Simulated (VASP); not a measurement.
All values below come from r2SCAN meta-GGA, VASP's PBE PAW potentials (set 64) (plane waves; VASP).

The input files of a VASP run:

POSCAR:
```
KI(100) slab
1
    5.0160157834     0.0000000000     0.0000000000
    0.0000000000     5.0160157834     0.0000000000
    0.0000000000     0.0000000000    29.2377548867
K I
4 4
Direct
  1.0000000000   0.5000000000   0.3191184918
  0.5000000000   0.0000000000   0.4391782687
  0.0000000000   0.5000000000   0.5608217313
  0.5000000000   0.0000000000   0.6808815082
  1.0000000000   0.5000000000   0.4390946110
  0.5000000000   0.0000000000   0.3169997802
  1.0000000000   0.5000000000   0.6830002198
  0.5000000000   0.0000000000   0.5609053890
```

### KPOINTS
```
K-points
0
Gamma
4 4 1
```

INCAR:
```
! general
SYSTEM   =  KI(100) slab
PREC     =  Normal
ENCUT    =  400
LREAL    =  F
LASPH    =  T

! electronic loop
EDIFF    =  1E-6
NELM     =  100
NELMIN   =  4
ALGO     =  Normal
LMAXMIX  =  4
LMIXTAU  =  T

! smearing
ISMEAR   =  0
SIGMA    =  0.05

! functional
METAGGA  =  R2SCAN

! output
LWAVE    =  F
LCHARG   =  F
LORBIT   =  11
LVHAR    =  T

! other
LDIPOL   =  T
IDIPOL   =  3
DIPOL    =  0.5 0.5 0.5
```

POTCAR, in this order: K_sv I (PBE.64 set). Program: vasp_std. Read from the step before: WAVECAR.

Unless said otherwise, spin-orbit coupling is left out, though it shifts the bands of the heavy elements here.

Problem. Estimate the energy per atom (σ→0), band gap (on the k-mesh).

Solution. 
```
Quantity                            Value
------------------------  ---------------
energy per atom (σ→0)     -16.948 eV/atom
band gap (on the k-mesh)          4.66 eV
```

File OSZICAR:
```
       N       E                     dE             d eps       ncg     rms          rms(c)
DAV:   1    -0.135587591146E+03   -0.13559E+03   -0.38432E-04   498   0.918E-02    0.819E-03
DAV:   2    -0.135587589772E+03    0.13742E-05   -0.20502E-05   474   0.191E-02    0.104E-02
DAV:   3    -0.135587590574E+03   -0.80155E-06   -0.11352E-06   364   0.711E-03    0.919E-03
DAV:   4    -0.135587588916E+03    0.16575E-05   -0.24588E-06   382   0.115E-02    0.232E-03
DAV:   5    -0.135587591110E+03   -0.21939E-05   -0.20610E-06   402   0.661E-03    0.239E-03
DAV:   6    -0.135587591427E+03   -0.31644E-06   -0.18077E-07   288   0.346E-03
   1 F= -.13558759E+03 E0= -.13558759E+03  d E =-.625441E-13
```

The cell is a thin slab with vacuum, built from KI (rock salt): (100) face.
